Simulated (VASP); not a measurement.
An input for Ansatz (written as the equivalent of a VASP run, and not itself run):

Ansatz 0.2 input:
```yaml
crystal:
  lattice:
    - [-1.5985775, 1.5985775, 1.5985775]
    - [1.5985775, -1.5985775, 1.5985775]
    - [1.5985775, 1.5985775, -1.5985775]
  atoms:
    - { symbol: Nb, position: [0.0000000, 0.0000000, 0.0000000] }
kpoints:
  mp_grid: { grid: [16, 16, 16] }
hamiltonian:
  xc: lda
  pseudopotentials: { kind: paw }
scf:
  occupations: { method: methfessel_paxton, width: 0.1 }
  max_iter: 100
relax:
  max_steps: 40
  f_tol: 0.02
  cell: { p_target: 10 }
output: { forces: true, stress: true, eigenvalues: true }
```

Task: Translate this input to VASP (INCAR, KPOINTS, POSCAR, choice of POTCAR).

Result: One answer among several that fit: 
**POSCAR**
```
Nb
1
   -1.5985775235     1.5985775235     1.5985775235
    1.5985775235    -1.5985775235     1.5985775235
    1.5985775235     1.5985775235    -1.5985775235
Nb
1
Direct
  0.0000000000   0.0000000000   0.0000000000
```

### INCAR
```
SYSTEM = Nb
PREC = Accurate
ENCUT = 500
EDIFF = 1E-6
NELM = 100
ALGO = Normal
LREAL = .FALSE.
LASPH = .TRUE.
ISMEAR = 1
SIGMA = 0.1
LMAXMIX = 4
LWAVE = .FALSE.
LCHARG = .FALSE.
IBRION = 2
ISIF = 3
NSW = 40
EDIFFG = -0.02
PSTRESS = 100
```

**KPOINTS**
```
K-points
0
gamma
  16 16 16
```

POTCAR, in this order: Nb_sv (LDA.64 set). Program: vasp_std.

Limits of the translation: each code has its own PAW files, so the cut-off isn't converted (ENCUT is set for VASP's; basis.ecutwfc is left out, and Ansatz then takes the one that its files recommend); Ansatz stops its SCF on the density residual and VASP on the energy change (EDIFF); Ansatz's lda is the Perdew-Wang form, while the LDA potentials of VASP carry Perdew-Zunger's.

The compound is Nb in the bcc structure. It was relaxed first under an external pressure of 10 GPa.
